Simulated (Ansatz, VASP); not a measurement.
# Two plane-wave programs on TaTe

```xyz
2
Lattice="3.4197 0.0000 0.0000 0.0000 3.4197 0.0000 0.0000 0.0000 3.4197" Properties=species:S:1:pos:R:3 pbc="T T T"
Ta    1.7098    1.7098    1.7098
Te    0.0000    0.0000    0.0000
```

Alike in both runs: functional PBE; k mesh 6 × 6 × 6; occupations gaussian, width 0.1 eV; no spin polarisation.

Ansatz relaxed the structure, and its values are those at the end. VASP's run is a single point on that final structure, the one shown.

|  | VASP | Ansatz |
| --- | --- | --- |
| version | VASP 6.6.1 | Ansatz 0.2.0 |
| potentials or method | VASP PAW PBE potentials, release 64 (Ta_pv, Te) | scalar-relativistic, plane waves, PAW |
| plane-wave cutoff (eV) | 520 | 420 |
| valence electrons in the cell | 17 | 29 |

|  | VASP | Ansatz | Ansatz less VASP |
| --- | --- | --- | --- |
| gap on the k mesh at the Fermi level (eV) | none | none | - |
| pressure (GPa) | 0.0 | 0.0 | -0.03 |

A gap of «none» marks a metal or a gap that the smearing closes. With one functional, cell and mesh, what is left measures potentials, basis and numerics. The two sets of potentials don't hold the same shells in valence.

The runs have no spin-orbit coupling, so splittings on Ta, Te are missing.
